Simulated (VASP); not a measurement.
Computed with PBE GGA, VASP's PBE PAW potentials (set 64) (plane waves; VASP).

The input files of a VASP run:

### INCAR
```
# general
SYSTEM  = CsPbCl3
PREC    = Accurate
ENCUT   = 500
LREAL   = F
LASPH   = T

# electronic loop
EDIFF   = 1E-6
NELM    = 100
ALGO    = Normal
LMAXMIX = 4

# smearing
ISMEAR  = 0
SIGMA   = 0.05

# functional
GGA     = PE

# ions
IBRION  = 2
NSW     = 40
ISIF    = 3
EDIFFG  = -0.02
PSTRESS = 50

# output
LWAVE   = F
LCHARG  = F
```

### KPOINTS
```
Automatic mesh
0
Gamma
4 4 4
0 0 0
```

File POSCAR:
```
CsPbCl3
1.0
  5.4441540658   0.0000000000   0.0000000000
  0.0000000000   5.4441540658   0.0000000000
  0.0000000000   0.0000000000   5.4441540658
Cs Pb Cl
1 1 3
direct
  0.0000000000   0.0000000000   0.0000000000
  0.5000000000   0.5000000000   0.5000000000
  0.5000000000   0.0000000000   0.5000000000
  0.0000000000   0.5000000000   0.5000000000
  0.5000000000   0.5000000000   0.0000000000
```

POTCAR, in this order: Cs_sv Pb_d Cl (PBE.64 set). Program: vasp_std.

What VASP printed:

OUTCAR:
```
 ion  position               nearest neighbor table
   1  0.000  0.000  0.000-
   2  0.500  0.500  0.500-   3 2.72   4 2.72   5 2.72   5 2.72   3 2.72   4 2.72
   3  0.500  0.000  0.500-   2 2.72   2 2.72
   4  0.000  0.500  0.500-   2 2.72   2 2.72
   5  0.500  0.500  0.000-   2 2.72   2 2.72
  LATTYP: Found a simple cubic cell.
 ALAT       =     5.4441540658
 Subroutine PRICEL returns:
 Original cell was already a primitive cell.
 Subroutine GETGRP returns: Found 48 space group operations
The static configuration has the point symmetry O_h .
The dynamic configuration has the point symmetry O_h .
 Subroutine INISYM returns: Found 48 space group operations
 Subroutine IBZKPT returns following result:
 Found     10 irreducible k-points:

 Following reciprocal coordinates:
            Coordinates               Weight
  0.000000  0.000000  0.000000      1.000000
  0.250000  0.000000  0.000000      6.000000
  0.500000  0.000000  0.000000      3.000000
  0.250000  0.250000  0.000000     12.000000
  0.500000  0.250000  0.000000     12.000000
  0.500000  0.500000  0.000000      3.000000
...
```

File OSZICAR:
```
       N       E                     dE             d eps       ncg     rms          rms(c)
DAV:   1     0.420534051752E+03    0.42053E+03   -0.19690E+04   520   0.153E+03
DAV:   2     0.291205603934E+02   -0.39141E+03   -0.38218E+03   660   0.357E+02
DAV:   3    -0.158805341115E+02   -0.45001E+02   -0.44749E+02   600   0.130E+02
DAV:   4    -0.178349358149E+02   -0.19544E+01   -0.19494E+01   704   0.335E+01
DAV:   5    -0.178887272133E+02   -0.53791E-01   -0.53775E-01   704   0.473E+00    0.636E+00
DAV:   6    -0.171879185947E+02    0.70081E+00   -0.15648E+00   734   0.127E+01    0.410E+00
DAV:   7    -0.171598234488E+02    0.28095E-01   -0.64756E-01   788   0.535E+00    0.194E+00
DAV:   8    -0.171720357494E+02   -0.12212E-01   -0.86658E-02   768   0.282E+00    0.314E-01
DAV:   9    -0.171708470404E+02    0.11887E-02   -0.18184E-02   760   0.124E+00    0.113E-01
DAV:  10    -0.171713552344E+02   -0.50819E-03   -0.18554E-03   628   0.294E-01    0.323E-02
DAV:  11    -0.171713985307E+02   -0.43296E-04   -0.11659E-04   748   0.105E-01    0.157E-02
DAV:  12    -0.171714014798E+02   -0.29491E-05   -0.21266E-05   682   0.690E-02    0.434E-03
DAV:  13    -0.171714014218E+02    0.58005E-07   -0.24159E-06   660   0.201E-02
   1 F= -.12135808E+02 E0= -.12135808E+02  d E =-.121358E+02
```

OUTCAR:
```
------------------------ aborting loop because EDIFF is reached ----------------------------------------
  FORCE on cell =-STRESS in cart. coord.  units (eV):
  Direction    XX          YY          ZZ          XY          YZ          ZX
  --------------------------------------------------------------------------------------
  Total        5.0284361      5.0284361      5.0284361      0.0000000      0.0000000     -0.0000000
  in kB       49.9289349     49.9289349     49.9289349      0.0000000      0.0000000     -0.0000000
  external PRESSURE =      -0.0710651 kB  Pullay stress =      50.0000000 kB
  volume of cell :      161.36
      direct lattice vectors                 reciprocal lattice vectors
     5.444154066  0.000000000  0.000000000     0.183683266  0.000000000  0.000000000
     0.000000000  5.444154066  0.000000000     0.000000000  0.183683266  0.000000000
     0.000000000  0.000000000  5.444154066     0.000000000  0.000000000  0.183683266
 POSITION                                       TOTAL-FORCE (eV/Angst)
 -----------------------------------------------------------------------------------
      0.00000      0.00000      0.00000         0.000000      0.000000      0.000000
      2.72208      2.72208      2.72208         0.000000      0.000000      0.000000
      2.72208      0.00000      2.72208         0.000000      0.000000      0.000000
      0.00000      2.72208      2.72208         0.000000      0.000000      0.000000
      2.72208      2.72208      0.00000         0.000000      0.000000      0.000000
 -----------------------------------------------------------------------------------
    total drift:                                0.000000      0.000000     -0.000000
  FREE ENERGIE OF THE ION-ELECTRON SYSTEM (eV)
  ---------------------------------------------------
  free  energy   TOTEN  =       -17.1714014218 eV

  energy  without entropy=      -17.1714014218  energy(sigma->0) =      -17.17140142
  enthalpy is  TOTEN    =       -12.1358081714 eV   P V=        5.0355932504

 reached required accuracy - stopping structural energy minimisation
```
(Selected blocks of OUTCAR.)

The compound is CsPbCl3 in the cubic perovskite structure, the ideal cubic form; the compound distorts at low or room temperature. It was relaxed first under an external pressure of 5 GPa.
